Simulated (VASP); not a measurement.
```
CELL_PARAMETERS angstrom
      0.00000     2.93883     2.93883
      2.93883     0.00000     2.93883
      2.93883     2.93883     0.00000
ATOMIC_POSITIONS crystal
  In 0.00000 0.00000 0.00000
  P  0.25000 0.25000 0.25000
```

Calculation: PBEsol GGA, VASP's PBE PAW potentials (set 64) (plane waves; VASP). Run with 520 eV cut-off, Gaussian smearing of 0.050 eV, potentials In_d P.

Unless said otherwise, spin-orbit coupling is left out, though it shifts the bands of the heavy elements here.

Task: Give the energies of bands 7 to 12 at the high-symmetry points, in eV from the valence-band maximum.

Result: 
```json
[
 {"band": "7", "Γ": "0.00", "X": "-5.78", "U": "-5.63", "L": "-5.75", "W": "-5.63"},
 {"band": "8", "Γ": "0.00", "X": "-2.32", "U": "-3.32", "L": "-0.97", "W": "-2.97"},
 {"band": "9", "Γ": "0.00", "X": "-2.32", "U": "-1.94", "L": "-0.97", "W": "-2.93"},
 {"band": "10", "Γ": "0.57", "X": "1.65", "U": "2.25", "L": "1.38", "W": "4.20"},
 {"band": "11", "Γ": "4.02", "X": "2.17", "U": "4.30", "L": "4.74", "W": "4.31"},
 {"band": "12", "Γ": "4.02", "X": "9.04", "U": "7.41", "L": "4.74", "W": "5.45"}
]
```

The gap is direct, 0.57 eV, from the valence maximum at Γ to the conduction minimum at Γ.

Measured: gap 1.47 eV (computed value off by -0.90 eV), as given by Wei Chen et al., Physical Review Materials (2018), doi:10.1103/physrevmaterials.2.073803 [zero-point renormalisation of 0.05 eV added back (the table's ZPR column)].

The compound is InP in the zinc blende structure. It was relaxed first.
